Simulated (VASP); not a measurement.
```xyz
3
Lattice="0.0000 2.7050 2.7050 2.7050 0.0000 2.7050 2.7050 2.7050 0.0000" Properties=species:S:1:pos:R:3 pbc="T T T"
Si     1.3525     1.3525     1.3525
Si     4.0575     4.0575     4.0575
Ni     0.0000     0.0000     0.0000
```

The base run (VASP): PBE GGA, plane waves, VASP's PBE PAW potentials (set 64). Settings: 400 eV cut-off, 9×9×9 Γ-centred mesh, first-order Methfessel-Paxton smearing of 0.10 eV, potentials Si Ni.

One setting is varied; ΔE counts from the base run. The base run took about 8 core-seconds. Costs are core time on shared hosts, one run each; read them as rough ratios.

Pressures at a finite cut-off, here 400 eV, hold a Pulay part, which wasn't tested here.

```json
[
 {"setting": "KPOINTS 2×2×2 Monkhorst-Pack mesh", "cost over the base run": "about 1/3", "electronic steps": "14", "ΔE (meV/atom)": "95.8", "pressure (GPa)": "-1.16"},
 {"setting": "KPOINTS 3×3×3 Monkhorst-Pack mesh", "cost over the base run": "about 1/3", "electronic steps": "16", "ΔE (meV/atom)": "106.7", "pressure (GPa)": "-0.16"},
 {"setting": "KPOINTS 4×4×4 Monkhorst-Pack mesh", "cost over the base run": "about 1/2", "electronic steps": "14", "ΔE (meV/atom)": "12.0", "pressure (GPa)": "2.34"},
 {"setting": "base run", "cost over the base run": "reference", "electronic steps": "14", "ΔE (meV/atom)": "0.0", "pressure (GPa)": "3.28"},
 {"setting": "KPOINTS 11×11×11 Monkhorst-Pack mesh", "cost over the base run": "within a factor of 2", "electronic steps": "14", "ΔE (meV/atom)": "0.7", "pressure (GPa)": "2.54"}
]
```

Left out are runs that failed, have no time on record or changed the cell.

The compound is NiSi2 in the fluorite structure. The cell was not relaxed at this level.
